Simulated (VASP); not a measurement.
## GeRu2C with LDA: from relaxation to properties

Wanted: the relaxed cell of GeRu2C and its properties. The steps: rough relaxation of the start cell, relaxing cell and atoms (LDA), density, ELF and potential (LDA), band structure (LDA), density of states (LDA), core-level energies (LDA), band structure (TB-mBJ), field gradients at the nuclei (LDA), volume scan with LDA and fit for LDA. The cell is invented: it takes the structure of COD entry 1539492, ZrC (space group 225 there), with some of its atoms replaced by other elements, volume scaled by an estimate. It may not be a known or stable phase.

Program: VASP 6.6.1. Level of theory: LDA; plane waves and PAW (Ru_pv, Ge_d, C), in the first sound run; inputs show where later runs differ. Results are calculated unless marked as measured.

### 1. The structure

Before any relaxation, the start is as follows. It takes space group R-3m (No. 166, trigonal). The conventional cell has a = 3.274 Å, b = 3.274 Å, c = 16.038 Å, α = 90.00°, β = 90.00°, γ = 120.00°. Nearest to Ru lie 3 Ge at 2.31 Å and 3 C at 2.31 Å. Nearest to Ge lie 6 Ru at 2.31 Å. Nearest to C lie 6 Ru at 2.31 Å. It derives from ZrC. It takes the structure of COD entry 1539492, ZrC (space group 225 there), with some of its atoms replaced by other elements, volume scaled by an estimate. Farther neighbours are not listed.

Structure file:

```cif
data_structure
_symmetry_space_group_name_H-M 'R-3m:H'
_symmetry_Int_Tables_number 166
_cell_length_a 3.2738
_cell_length_b 3.2738
_cell_length_c 16.0384
_cell_angle_alpha 90.000
_cell_angle_beta 90.000
_cell_angle_gamma 120.000
_cell_volume 148.87
loop_
_atom_site_label
_atom_site_type_symbol
_atom_site_symmetry_multiplicity
_atom_site_Wyckoff_symbol
_atom_site_fract_x
_atom_site_fract_y
_atom_site_fract_z
_atom_site_occupancy
Ru1 Ru 6 c 0.00000 0.00000 0.75000 1
Ge1 Ge 3 a 0.00000 0.00000 0.00000 1
C1 C 3 b 0.66667 0.33333 0.83333 1
```

### 2. Rough relaxation of the start cell

The start is only an estimate, so a cheap relaxation brings it near a minimum before any careful run. LDA, the lowest rung, knows the local density alone.

INCAR

```
SYSTEM = GeRu2C
PREC = Normal
ENCUT = 520
EDIFF = 1E-05
NELM = 60
ISMEAR = 0
SIGMA = 0.05
LREAL = .FALSE.
ALGO = Fast
GGA = CA
NBANDS = 29
LORBIT = 11
LWAVE = .FALSE.
LCHARG = .FALSE.
KPAR = 2
IBRION = 2
NSW = 40
ISIF = 3
EDIFFG = -0.04
```

POSCAR

```
GeRu2C
1.0
    1.6369070000      0.9450690000      5.3461170000
   -1.6369070000      0.9450690000      5.3461170000
    0.0000000000     -1.8901380000      5.3461170000
Ru Ge C
2 1 1
Direct
    0.7500000000      0.7500000000      0.7500000000
    0.2500000000      0.2500000000      0.2500000000
    0.0000000000      0.0000000000      0.0000000000
    0.5000000000      0.5000000000      0.5000000000
```

KPOINTS

```
Automatic mesh
0
Gamma
6 6 6
0 0 0
```

PAW data sets: Ru_pv, Ge_d and C (LDA family, release 64).

Launch:

```console
$ mpirun -np 2 vasp_std
```

What it wrote:

```text
[banner, memory and clock lines left out]
running    2 mpi-ranks, on    1 nodes
 distrk:  each k-point on    1 cores,    2 groups
 distr:  one band on    1 cores,    1 groups

 POSCAR found type information on POSCAR RuGeC
 POSCAR found :  3 types and       4 ions
 LDA part: xc-table for (Slater(with rela. corr.)+CA(PZ))
 , standard interpolation
 POSCAR, INCAR and KPOINTS ok, starting setup
 FFT: planning ... GRIDC
 FFT: planning ... GRID_SOFT
 FFT: planning ... GRID
 WAVECAR not read
 entering main loop
       N       E                     dE             d eps       ncg     rms          rms(c)
DAV:   1     0.490479684245E+03    0.49048E+03   -0.25419E+04  2310   0.341E+03
DAV:   2     0.138438398167E+02   -0.47664E+03   -0.46125E+03  1906   0.798E+02
DAV:   3    -0.321943519223E+02   -0.46038E+02   -0.43886E+02  2046   0.158E+02
DAV:   4    -0.341138642937E+02   -0.19195E+01   -0.19043E+01  2114   0.342E+01
DAV:   5    -0.341710036275E+02   -0.57139E-01   -0.57120E-01  2341   0.586E+00    0.240E+01
RMM:   6    -0.334301795699E+02    0.74082E+00   -0.85804E+00  2200   0.178E+01    0.875E+00
RMM:   7    -0.326450205520E+02    0.78516E+00   -0.18740E+00  2194   0.933E+00    0.701E+00
RMM:   8    -0.325576004222E+02    0.87420E-01   -0.10955E-01  2278   0.251E+00    0.198E+00
RMM:   9    -0.325545035102E+02    0.30969E-02   -0.29952E-02  2291   0.101E+00    0.207E-01
RMM:  10    -0.325544489619E+02    0.54548E-04   -0.43571E-03  2374   0.518E-01    0.124E-01
RMM:  11    -0.325545720168E+02   -0.12305E-03   -0.15570E-03  2291   0.261E-01    0.359E-02
RMM:  12    -0.325545761319E+02   -0.41151E-05   -0.36908E-04  2128   0.138E-01    0.200E-02
RMM:  13    -0.325545867445E+02   -0.10613E-04   -0.11606E-04  1930   0.633E-02    0.131E-02
RMM:  14    -0.325545875387E+02   -0.79426E-06   -0.18838E-05  1274   0.386E-02
   1 F= -.32554588E+02 E0= -.32553670E+02  d E =-.325546E+02
 curvature:   0.00 expect dE= 0.000E+00 dE for cont linesearch  0.000E+00
 trial: gam= 0.00000 g(F)=  0.269E+01 g(S)=  0.329E-01 ort = 0.000E+00 (trialstep = 0.100E+01)
 search vector abs. value=  0.273E+01
 bond charge predicted
       N       E                     dE             d eps       ncg     rms          rms(c)
DAV:   1    -0.217957159041E+02    0.10759E+02   -0.10719E+03  2255   0.358E+02    0.122E+01
RMM:   2    -0.332948670467E+02   -0.11499E+02   -0.12676E+02  2346   0.760E+01    0.471E+00
RMM:   3    -0.342985380451E+02   -0.10037E+01   -0.12180E+01  2424   0.237E+01    0.277E+00
RMM:   4    -0.344685206850E+02   -0.16998E+00   -0.23969E+00  2606   0.866E+00    0.321E+00
RMM:   5    -0.345107214868E+02   -0.42201E-01   -0.61162E-01  2498   0.376E+00    0.299E+00
RMM:   6    -0.345169450977E+02   -0.62236E-02   -0.94722E-02  2701   0.141E+00    0.274E+00
RMM:   7    -0.345108172530E+02    0.61278E-02   -0.66913E-03  2354   0.565E-01    0.211E+00
RMM:   8    -0.345088794837E+02    0.19378E-02   -0.28339E-02  2173   0.117E+00    0.220E+00
RMM:   9    -0.345024832464E+02    0.63962E-02   -0.87609E-03  2189   0.595E-01    0.114E+00
RMM:  10    -0.345027781790E+02   -0.29493E-03   -0.15583E-03  2396   0.226E-01    0.117E+00
RMM:  11    -0.345023057787E+02    0.47240E-03   -0.16074E-03  2194   0.229E-01    0.730E-01
RMM:  12    -0.345022313828E+02    0.74396E-04   -0.56949E-04  2429   0.120E-01    0.563E-01
RMM:  13    -0.345018288245E+02    0.40256E-03   -0.64404E-04  2238   0.179E-01    0.301E-01
RMM:  14    -0.345015139882E+02    0.31484E-03   -0.26877E-04  2087   0.923E-02    0.286E-01
RMM:  15    -0.345013539948E+02    0.15999E-03   -0.85884E-05  1865   0.534E-02    0.209E-01
RMM:  16    -0.345013125044E+02    0.41490E-04   -0.26331E-05  1446   0.304E-02    0.208E-01
RMM:  17    -0.345009512781E+02    0.36123E-03   -0.70035E-04  2640   0.120E-01    0.521E-02
RMM:  18    -0.345009536676E+02   -0.23896E-05   -0.22859E-05  1333   0.302E-02
   2 F= -.34500954E+02 E0= -.34498891E+02  d E =-.194637E+01
[... from here on, the cycles between the ionic steps are left out ...]
   3 F= -.34638079E+02 E0= -.34636707E+02  d E =-.208349E+01
   4 F= -.35182018E+02 E0= -.35179923E+02  d E =-.262743E+01
   5 F= -.35212708E+02 E0= -.35211462E+02  d E =-.265812E+01
   6 F= -.33102674E+02 E0= -.33101517E+02  d E =0.211003E+01
   7 F= -.35383013E+02 E0= -.35379811E+02  d E =-.170305E+00
   8 F= -.35809687E+02 E0= -.35809108E+02  d E =-.426674E+00
   9 F= -.35909613E+02 E0= -.35907508E+02  d E =-.526600E+00
  10 F= -.35955856E+02 E0= -.35953700E+02  d E =-.572843E+00
  11 F= -.35778614E+02 E0= -.35775336E+02  d E =0.177242E+00
  12 F= -.35997912E+02 E0= -.35996022E+02  d E =-.420565E-01
  13 F= -.36012080E+02 E0= -.36009914E+02  d E =-.141682E-01
  14 F= -.36012342E+02 E0= -.36010436E+02  d E =-.144300E-01
  15 F= -.36011312E+02 E0= -.36008720E+02  d E =0.102961E-02
  16 F= -.36016493E+02 E0= -.36014184E+02  d E =-.415080E-02
  17 F= -.36022168E+02 E0= -.36019025E+02  d E =-.567536E-02
  18 F= -.36022374E+02 E0= -.36019183E+02  d E =-.588132E-02
  19 F= -.36025947E+02 E0= -.36023077E+02  d E =-.357322E-02
  20 F= -.36025959E+02 E0= -.36023105E+02  d E =-.358462E-02
  21 F= -.36027565E+02 E0= -.36024718E+02  d E =-.160641E-02
  22 F= -.36027898E+02 E0= -.36024842E+02  d E =-.193935E-02
  23 F= -.36028877E+02 E0= -.36025932E+02  d E =-.978713E-03
 trial-energy change:   -0.000979  1 .order   -0.000987   -0.001621   -0.000354
 step:   0.2910(harm=  0.2910)  dis= 0.00190  next Energy=   -36.028935 (dE=-0.104E-02)
 bond charge predicted
       N       E                     dE             d eps       ncg     rms          rms(c)
DAV:   1    -0.360294947295E+02   -0.61650E-03   -0.11955E-02  2144   0.134E+00    0.220E-01
RMM:   2    -0.360291100302E+02    0.38470E-03   -0.23223E-03  2208   0.369E-01    0.773E-02
RMM:   3    -0.360289631538E+02    0.14688E-03   -0.29640E-04  2167   0.146E-01    0.363E-02
RMM:   4    -0.360289479219E+02    0.15232E-04   -0.95211E-05  1970   0.780E-02    0.988E-03
WARNING in EDDRMM: call to ZHEGV failed, returncode =   6  3     20
RMM:   5    -0.360289485749E+02   -0.65300E-06   -0.16476E-05  1203   0.322E-02
  24 F= -.36028949E+02 E0= -.36026035E+02  d E =-.105040E-02
 curvature:  -0.15 expect dE=-0.486E-04 dE for cont linesearch -0.425E-06
 trial: gam= 0.08416 g(F)=  0.143E-03 g(S)=  0.180E-03 ort =-0.144E-03 (trialstep = 0.240E+00)
 search vector abs. value=  0.351E-03
 reached required accuracy - stopping structural energy minimisation
```

It took 5.3 min on 2 MPI ranks of Intel Xeon Platinum 8259CL at 2.50GHz (Skylake/Cascade Lake), shared host; peak memory 0.38 GiB.

The logs omit lines about the potential files and the build; timing stands in the text.

Parts of OUTCAR (step 2):

```text
ion  position               nearest neighbor table
   1  0.750  0.750  0.750-   4 2.31   4 2.31   3 2.31   3 2.31   4 2.31   3 2.31   2 3.27   2 3.27
                             2 3.27   2 3.27   2 3.27   2 3.27
   2  0.250  0.250  0.250-   3 2.31   3 2.31   4 2.31   4 2.31   3 2.31   4 2.31   1 3.27   1 3.27
                             1 3.27   1 3.27   1 3.27   1 3.27
   3  0.000  0.000  0.000-   1 2.31   1 2.31   2 2.31   2 2.31   1 2.31   2 2.31
   4  0.500  0.500  0.500-   2 2.31   2 2.31   1 2.31   1 2.31   2 2.31   1 2.31

  LATTYP: Found a trigonal (rhomboedric) cell.
 ALAT       =     5.6704132935
 COS(alpha) =     0.8333333230

 Subroutine GETGRP returns: Found 12 space group operations
 (whereof 12 operations were pure point group operations)

The static configuration has the point symmetry D_3d.

 Found     32 irreducible k-points:

   k-points           NKPTS =     32   k-points in BZ     NKDIM =     32   number of bands    NBANDS=     29

   dimension x,y,z NGX =    32 NGY =   32 NGZ =   32
   dimension x,y,z NGXF=    64 NGYF=   64 NGZF=   64

   ENCUT  =  520.0 eV  38.22 Ry    6.18 a.u.  10.54 10.54 10.54*2*pi/ulx,y,z

   NELECT =      46.0000    total number of electrons

 k-points in reciprocal lattice and weights: Automatic mesh
   0.00000000  0.00000000  0.00000000       0.005
   0.16666667  0.00000000  0.00000000       0.028
   0.33333333  0.00000000  0.00000000       0.028
   0.50000000 -0.00000000  0.00000000       0.014
   0.16666667  0.16666667  0.00000000       0.028
   0.33333333  0.16666667  0.00000000       0.056
   0.50000000  0.16666667  0.00000000       0.056
  -0.33333333  0.16666667  0.00000000       0.056
  -0.16666667  0.16666667  0.00000000       0.028
[...]
-0.33333333  0.50000000  0.33333333       0.028
   0.50000000  0.50000000  0.50000000       0.005

 average (electrostatic) potential at core
       1 -68.3941       2 -68.3941       3 -68.4424       4 -48.4925

 E-fermi :  11.7860

 k-point     1 :       0.0000    0.0000    0.0000
  band No.  band energies     occupation
    ...
     20       9.0548      2.00000
     21      10.1552      2.00000
     22      10.1552      2.00000
     23      10.8709      2.00000
     24      10.8709      2.00000
     25      12.9833      0.00000
     26      15.6390      0.00000
     27      15.6390      0.00000
     28      17.1719      0.00000
     29      20.9728      0.00000

 k-point     2 :       0.1667    0.0000    0.0000
  band No.  band energies     occupation
    ...
     20       9.6059      2.00000
     21       9.9468      2.00000
     22       9.9608      2.00000
     23      10.9052      2.00000
     24      11.0062      2.00000
     25      13.8981      0.00000
     26      15.5209      0.00000
     27      15.9468      0.00000
     28      17.1377      0.00000
     29      18.1463      0.00000

 k-point     3 :       0.3333    0.0000    0.0000
  band No.  band energies     occupation
    ...
     20      10.0705      2.00000
     21      10.0896      2.00000
     22      11.1958      2.00000
     23      11.2125      2.00000
     24      11.3066      2.00000
     25      13.3441      0.00000
     26      13.9024      0.00000
     27      15.9371      0.00000
     28      16.7390      0.00000
     29      17.7569      0.00000

  Total        0.0857065      0.0857066      0.0138916      0.0000000     -0.0000000      0.0000000
  in kB        2.9316050      2.9316064      0.4751638      0.0000000     -0.0000000      0.0000000
  external PRESSURE =       2.1127917 kB  Pullay stress =       0.0000000 kB

  energy-cutoff  :      520.00
  volume of cell :       46.84
      direct lattice vectors                 reciprocal lattice vectors
     1.444940781  0.834237147  6.476318206     0.346034943  0.199783320  0.051469573
    -1.444940781  0.834237147  6.476318206    -0.346034943  0.199783320  0.051469573
     0.000000000 -1.668474295  6.476318206     0.000000000 -0.399566639  0.051469573

 POSITION                                       TOTAL-FORCE (eV/Angst)
 -----------------------------------------------------------------------------------
      0.00000      0.00000     14.94958         0.000000      0.000000      0.038533
      0.00000      0.00000      4.47937        -0.000000     -0.000000     -0.038533
      0.00000      0.00000      0.00000         0.000000     -0.000000      0.000000
      0.00000      0.00000      9.71448        -0.000000     -0.000000      0.000000
 -----------------------------------------------------------------------------------
    total drift:                               -0.000000      0.000000     -0.000000

  FREE ENERGIE OF THE ION-ELECTRON SYSTEM (eV)
  ---------------------------------------------------
  free  energy   TOTEN  =       -36.0289485749 eV

  energy  without entropy=      -36.0231211827  energy(sigma->0) =      -36.02603488

 reached required accuracy - stopping structural energy minimisation

 total charge
# of ion       s       p       d       tot
------------------------------------------
    1        0.325   6.315   6.185  12.826
    2        0.325   6.315   6.185  12.826
    3        1.159   1.188  10.112  12.460
    4        0.864   1.504   0.000   2.368
--------------------------------------------------
tot          2.673  15.323  22.483  40.478

[... 3 further parts left out ...]
```

The k-mesh is coarse for a metal. This relaxation is a rough one on cheap settings, only to bring the start near its minimum. The run keeps the 12 symmetry operations of its start, so it cannot find a distortion of lower symmetry.

Relaxation path (22 of 24):

| step | energy less that of the first step (eV) | largest force (eV/Å) | pressure (GPa) | volume (Å³) |
| --- | --- | --- | --- | --- |
| 1 | 0.0000 | 5.2850 | 3.07 | 49.62 |
| 2 | -1.9464 | 3.3463 | -13.77 | 51.35 |
| 3 | -2.0835 | 3.9259 | -3.48 | 53.68 |
| 4 | -2.6274 | 1.1569 | -15.27 | 52.34 |
| 5 | -2.6581 | 0.1527 | -14.00 | 52.64 |
| 6 | -0.5481 | 10.9514 | 74.67 | 43.92 |
| 8 | -3.2551 | 0.5474 | 1.17 | 49.06 |
| 9 | -3.3550 | 0.1213 | 2.84 | 48.22 |
| 10 | -3.4013 | 0.2167 | 8.18 | 46.40 |
| 11 | -3.2240 | 0.6530 | -19.00 | 50.94 |
| 12 | -3.4433 | 0.1755 | -1.79 | 47.77 |
| 13 | -3.4575 | 0.2539 | -1.90 | 47.71 |
| 14 | -3.4578 | 0.1977 | -1.98 | 47.72 |
| 15 | -3.4567 | 0.3535 | 4.25 | 46.61 |
| 16 | -3.4619 | 0.2847 | 0.86 | 47.18 |
| 17 | -3.4676 | 0.0142 | 0.72 | 46.96 |
| 19 | -3.4714 | 0.1362 | -1.36 | 47.14 |
| 20 | -3.4714 | 0.1432 | -1.61 | 47.15 |
| 21 | -3.4730 | 0.1368 | -1.52 | 47.09 |
| 22 | -3.4733 | 0.1316 | -1.29 | 47.02 |
| 23 | -3.4743 | 0.0579 | -0.15 | 46.88 |
| 24 | -3.4744 | 0.0385 | 0.21 | 46.84 |

| cell as run | before | after | change |
| --- | --- | --- | --- |
| a (Å) | 5.670 | 6.688 | +17.9 % |
| b (Å) | 5.670 | 6.688 | +17.9 % |
| c (Å) | 5.670 | 6.688 | +17.9 % |
| α (°) | 33.56 | 24.96 | -25.6 % |
| β (°) | 33.56 | 24.96 | -25.6 % |
| γ (°) | 33.56 | 24.96 | -25.6 % |
| volume (Å³/atom) | 12.41 | 11.71 | -5.6 % |

The atoms that moved most (Å, as changes of fractional coordinates times the final cell):

| atom | dx | dy | dz | length |
| --- | --- | --- | --- | --- |
| Ru1 | 0.000 | 0.000 | 0.378 | 0.378 |
| Ru2 | 0.000 | 0.000 | -0.378 | 0.378 |

Final coordinates:

```xyz
4
Lattice="1.4449 0.8342 6.4763 -1.4449 0.8342 6.4763 0.0000 -1.6685 6.4763" Properties=species:S:1:pos:R:3 pbc="T T T"
Ru    0.0000    0.0000   14.9496
Ru    0.0000    0.0000    4.4794
Ge    0.0000    0.0000    0.0000
C     0.0000    0.0000    9.7145
```

Numbers from this step:

* electrons: 46
* bands: 29
* irreducible k-points: 32
* symmetry operations: 12
* free energy (TOTEN): -36.03 eV
* energy at zero smearing: -36.03 eV
* Fermi energy: 11.79 eV
* pressure: 0.2113 GPa
* metallic, judged on the points sampled: yes
* SCF cycles over all ionic steps: 220

It ends with a largest force of 0.039 eV/Å and a pressure of 0.21 GPa.

(Part 1 of 6 ends here.)

[Lines on the potential files, build, host, timing and source positions are cut from VASP's logs without a mark.]

[Logs are printed without paths, hosts, clocks, repeated set-up lines and the standing remarks that a program may print on its own settings, such as how far it seeks lower states.]

[Hosts, paths, dates, database ids (printed as entryN), source tags and the programs' standing remarks are cut or masked in the printed files.]

[A measured line is paired with the nearest computed mode of its activity, which favours agreement.]

[In band tables of VASP the shares of atoms and orbitals are scaled to a sum of 1 inside the atoms' spheres.]
